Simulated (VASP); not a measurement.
Energy against volume of CoSi₂ (fluorite). Computed with RPBE GGA, VASP's PBE PAW potentials (set 64) (plane waves; VASP). Settings: 520 eV cut-off, 10×10×10 Γ-centred mesh, first-order Methfessel-Paxton smearing of 0.10 eV, potentials Co Si.

| V (Å³/atom) | E (eV/atom) |
|---|---|
| 12.615 | -6.03097 |
| 13.005 | -6.03777 |
| 13.395 | -6.03198 |
| 13.785 | -6.01555 |

Question: Fit these four points and predict the energy of the run at 12.224 Å³/atom.

Answer: A cubic in V^(−2/3), the third-order Birch-Murnaghan form, passes through the four points with V0 = 13.01 Å³/atom and B0 = 172 GPa, and gives -6.0092 eV/atom there. The run gave -6.0093 eV/atom, -0.1 meV/atom from the fit; all five points give B0 = 172 GPa.

The compound is CoSi2 in the fluorite structure. It was relaxed first. The run is not spin-polarised, so no magnetic state was tried.
